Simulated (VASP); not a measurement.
All values below come from revPBE GGA, VASP's PBE PAW potentials (set 64) (plane waves; VASP).

A VASP calculation is set up with these files.

File POSCAR:
```
Ba
5.1308470
 -0.4999999548   0.4999999548   0.4999999548
  0.4999999548  -0.4999999548   0.4999999548
  0.4999999548   0.4999999548  -0.4999999548
Ba
1
Cartesian
  0.0000000000   0.0000000000   0.0000000000
```

### INCAR
```
# general
SYSTEM   =  Ba
PREC     =  Accurate
ENCUT    =  520
LREAL    =  .False.
LASPH    =  .True.

# electronic loop
EDIFF    =  1E-7
NELM     =  100
ALGO     =  Normal
LMAXMIX  =  4

# smearing
ISMEAR   =  1
SIGMA    =  0.1

# functional
GGA      =  RE

# ions
ISIF     =  2

# output
LWAVE    =  .False.
LCHARG   =  .False.
```

KPOINTS:
```
Automatic mesh
0
Gamma
10 10 10
0 0 0
```

POTCAR, in this order: Ba_sv (PBE.64 set). Program: vasp_std.

What VASP printed:

OUTCAR:
```
 ion  position               nearest neighbor table
   1  0.000  0.000  0.000-
  LATTYP: Found a body centered cubic cell.
 ALAT       =     5.1308465366
 Subroutine PRICEL returns:
 Original cell was already a primitive cell.
 Subroutine GETGRP returns: Found 48 space group operations
The static configuration has the point symmetry O_h .
The dynamic configuration has the point symmetry O_h .
 Subroutine INISYM returns: Found 48 space group operations
 Subroutine IBZKPT returns following result:
 Found     47 irreducible k-points:

 Following reciprocal coordinates:
            Coordinates               Weight
  0.000000  0.000000  0.000000      1.000000
  0.100000  0.000000  0.000000     12.000000
  0.200000  0.000000  0.000000     12.000000
  0.300000  0.000000  0.000000     12.000000
  0.400000  0.000000  0.000000     12.000000
  0.500000  0.000000  0.000000      6.000000
  0.100000  0.100000  0.000000     24.000000
  0.200000  0.100000  0.000000     48.000000
  0.300000  0.100000 -0.000000     48.000000
  0.400000  0.100000  0.000000     48.000000
...
```

File OSZICAR:
```
       N       E                     dE             d eps       ncg     rms          rms(c)
DAV:   1     0.601005533369E+02    0.60101E+02   -0.41712E+03   846   0.895E+02
DAV:   2     0.107925100091E+01   -0.59021E+02   -0.58093E+02  1013   0.149E+02
DAV:   3    -0.164452082946E+01   -0.27238E+01   -0.27144E+01  1076   0.382E+01
DAV:   4    -0.170936771034E+01   -0.64847E-01   -0.64694E-01  1396   0.516E+00
DAV:   5    -0.170966875046E+01   -0.30104E-03   -0.30036E-03  1207   0.254E-01    0.153E+00
DAV:   6    -0.171199905946E+01   -0.23303E-02   -0.32974E-03  1207   0.671E-01    0.919E-01
DAV:   7    -0.171480650916E+01   -0.28074E-02   -0.91801E-03   920   0.124E+00    0.509E-02
DAV:   8    -0.171505543667E+01   -0.24893E-03   -0.41888E-04  1253   0.178E-01    0.268E-02
DAV:   9    -0.171507185285E+01   -0.16416E-04   -0.14775E-05  1288   0.340E-02    0.879E-03
DAV:  10    -0.171507658868E+01   -0.47358E-05   -0.11431E-05  1003   0.294E-02    0.108E-03
DAV:  11    -0.171507653460E+01    0.54086E-07   -0.51781E-07  1408   0.465E-03
   1 F= -.17150765E+01 E0= -.17151599E+01  d E =0.250063E-03
```

**OUTCAR**
```
------------------------ aborting loop because EDIFF is reached ----------------------------------------
  FORCE on cell =-STRESS in cart. coord.  units (eV):
  Direction    XX          YY          ZZ          XY          YZ          ZX
  --------------------------------------------------------------------------------------
  Total       -0.0042241     -0.0042241     -0.0042241      0.0000000      0.0000000     -0.0000000
  in kB       -0.1002094     -0.1002094     -0.1002094      0.0000000      0.0000000     -0.0000000
  external PRESSURE =      -0.1002094 kB  Pullay stress =       0.0000000 kB
  volume of cell :       67.54
      direct lattice vectors                 reciprocal lattice vectors
    -2.565423268  2.565423268  2.565423268     0.000000000  0.194899612  0.194899612
     2.565423268 -2.565423268  2.565423268     0.194899612  0.000000000  0.194899612
     2.565423268  2.565423268 -2.565423268     0.194899612  0.194899612  0.000000000
 POSITION                                       TOTAL-FORCE (eV/Angst)
 -----------------------------------------------------------------------------------
      0.00000      0.00000      0.00000        -0.000000      0.000000     -0.000000
 -----------------------------------------------------------------------------------
    total drift:                               -0.000000     -0.000000      0.000000
  FREE ENERGIE OF THE ION-ELECTRON SYSTEM (eV)
  ---------------------------------------------------
  free  energy   TOTEN  =        -1.7150765346 eV

  energy  without entropy=       -1.7153265978  energy(sigma->0) =       -1.71515989
```
(Selected blocks of OUTCAR.)

The compound is Ba in the bcc structure. It was relaxed first, which changed the volume by +7 %.
